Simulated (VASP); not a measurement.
Method: PBEsol GGA, VASP's PBE PAW potentials (set 64) (plane waves; VASP).

VASP ran on this input.

POSCAR:
```
Si
1
    3.8294287199     0.0000000000     0.0000000000
   -1.9147143599     3.3163821040    -0.0000000000
    0.0000000000    -0.0000000000     6.3223196397
Si
4
Direct
  0.3333330000   0.6666670000   0.0627922714
  0.6666670000   0.3333330000   0.9372077286
  0.6666670000   0.3333330000   0.5627922714
  0.3333330000   0.6666670000   0.4372077286
```

### INCAR
```
ALGO = Normal
CSHIFT = 0.1
EDIFF = 1E-7
ENCUT = 400
GGA = PS
ISMEAR = 0
LASPH = .True.
LCHARG = .False.
LOPTICS = .True.
LREAL = .False.
LWAVE = .False.
NBANDS = 36
NEDOS = 1001
NELM = 100
PREC = Accurate
SIGMA = 0.01
SYSTEM = Si
```

KPOINTS:
```
Automatic mesh
0
Gamma
15 15 8
0 0 0
```

POTCAR, in this order: Si (PBE.64 set). Program: vasp_std.

What will the output report for the number of irreducible k-points (NKPTS), largest plane-wave count, number of space-group operations, FFT grid (NGX, NGY, NGZ)?

```json
{
  "number of irreducible k-points (NKPTS)": "135",
  "largest_plane_wave_count": "1482",
  "number_of_space_group_operations": "24",
  "FFT grid (NGX, NGY, NGZ)": "28 × 28 × 42"
}
```

The structure comes from a computed database's Si entry (P6_3/mmc); how it stands against other phases isn't given here. It was relaxed first.
